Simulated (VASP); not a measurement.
Runs of VASP 6.6.1 on CGeF2BrH3. The cell holds a molecule in a box, 8 atoms: a = 13.000 Å, b = 13.000 Å, c = 13.000 Å, α = 90.00°, β = 90.00°, γ = 90.00°. 

```csv
task,level,potentials or basis,cutoff (eV),grid for exact exchange (PRECFOCK),exchange at q = 0,screening parameter,gap on the mesh (eV),largest force (eV/Å)
atomic charges,PBE+TS,"VASP PAW PBE potentials, release 64 (C, Ge_d, F, Br, H)",520,-,-,-,5.50,(b)
single point,B3LYP,"VASP PAW PBE potentials, release 64 (C_h, Ge_h, F_h, Br, H_h)",900,Normal,default,-,(a),0.49
single point,HSE06,"VASP PAW PBE potentials, release 64 (C, Ge_d, F, Br, H)",520,Fast,-,0.2 1/A,7.03,0.18
electron localisation function,PBE,"VASP PAW PBE potentials, release 64 (C, Ge_d, F, Br, H)",520,-,-,-,5.50,(c)
single point,PBE0,"VASP PAW PBE potentials, release 64 (C, Ge_d, F, Br, H)",520,Fast,truncated,-,7.76,0.20
```

Alike in all rows: no spin polarisation; cell as given; k mesh 1 × 1 × 1; smearing gaussian 0.01 eV.

**Question.** Fill in the values left out.

**Answer.** (a) 7.19; (b) 0.81; (c) 0.80.

Caveats: the PAW data sets were made with another functional, which shifts forces and pressure a little (some runs).

A k mesh can miss the band edges, and the runs leave out spin-orbit coupling on Br, Ge.

Not every run made on this cell is shown here.
